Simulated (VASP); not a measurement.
Energy against volume of BaHfO₃ (cubic perovskite). All values below come from optB88-vdW, VASP's PBE PAW potentials (set 64) (plane waves; VASP). Settings: 520 eV cut-off, 5×5×5 Γ-centred mesh, Gaussian smearing of 0.050 eV, potentials Ba_sv Hf_pv O.

```tsv
V (Å³/atom)	E (eV/atom)
13.816	-6.95132
14.257	-6.97533
14.698	-6.98303
15.139	-6.97694
```

Question: Fit these four points and predict the energy of the run at 15.580 Å³/atom.

Answer: A cubic in V^(−2/3), the third-order Birch-Murnaghan form, passes through the four points with V0 = 14.71 Å³/atom and B0 = 166 GPa, and gives -6.9592 eV/atom there. The run gave -6.9591 eV/atom, +0.1 meV/atom from the fit; all five points give B0 = 166 GPa.

The compound is BaHfO3 in the cubic perovskite structure. It was relaxed first.
